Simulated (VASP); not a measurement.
Crystal: Si3Ge.

```xyz
16
Lattice="0.0000 5.5075 5.5075 5.5075 0.0000 5.5075 5.5075 5.5075 0.0000" Properties=species:S:1:pos:R:3 pbc="T T T"
Si    0.0000    0.0000    0.0000
Si    2.7538    2.7538    0.0000
Si    2.7538    0.0000    2.7538
Si    5.5075    2.7538    2.7538
Si    4.1306    4.1306    1.3769
Si    4.1306    1.3769    4.1306
Si    6.8844    4.1306    4.1306
Si    0.0000    2.7538    2.7538
Si    2.7538    2.7538    5.5075
Si    5.5075    5.5075    5.5075
Si    4.1306    4.1306    6.8844
Si    6.8844    6.8844    6.8844
Ge    1.3769    1.3769    1.3769
Ge    2.7538    5.5075    2.7538
Ge    1.3769    4.1306    4.1306
Ge    4.1306    6.8844    4.1306
```

The cell comes from a database or a generator and needn't be the stable form of this composition.

| Quantity | Value |
| --- | --- |
| Program | VASP 6.6.1 |
| Task | relaxation of cell and atoms |
| Functional | PBE |
| Potentials or basis | VASP PAW PBE potentials, release 64 (Si, Ge_d) |
| Cutoff | 400 eV |
| k mesh | 6 × 6 × 6 |
| Occupations | gaussian, width 0.01 eV |
| Spin | no spin polarisation |

At the start: pressure 1.1 GPa; volume 20.88 Å³/atom.

Task: Where does the relaxation end?

Result: Over 9 steps the energy falls by 6.1 meV/atom and the volume is 21.13 Å³/atom (+1.2 %); space group Cm (No. 8, to 0.05 Å).

Step by step:
```csv
step,energy change (eV),largest force (eV/Å),pressure (GPa),volume (Å³)
1,0.0000,0.5966,1.05,334.11
2,-0.0867,0.1367,-0.62,340.80
3,-0.0867,0.1287,-0.65,340.94
4,-0.0968,0.0333,0.14,337.61
5,-0.0971,0.0257,0.03,338.09
6,-0.0971,0.0256,0.01,338.15
7,-0.0973,0.0087,-0.01,338.20
8,-0.0973,0.0073,-0.01,338.21
9,-0.0973,0.0049,0.00,338.13
```

Final structure:
```
CELL_PARAMETERS angstrom
-0.00130 5.52975 5.52983
5.52920 -0.00076 5.52928
5.52845 5.52845 0.00000
ATOMIC_POSITIONS crystal
Si 0.00316 0.99676 0.99698
Si 0.00316 0.99676 0.50310
Si 0.99860 0.50471 0.99834
Si 0.99988 0.50016 0.49998
Si 0.12031 0.12650 0.62660
Si 0.12496 0.62499 0.12483
Si 0.12496 0.62499 0.62522
Si 0.50147 0.99537 0.00158
Si 0.49835 0.50473 0.99830
Si 0.49835 0.50473 0.49861
Si 0.62520 0.62497 0.12492
Si 0.62654 0.62029 0.62659
Ge 0.12495 0.12514 0.12495
Ge 0.49677 0.99656 0.50334
Ge 0.62668 0.12666 0.12007
Ge 0.62668 0.12666 0.62659
```
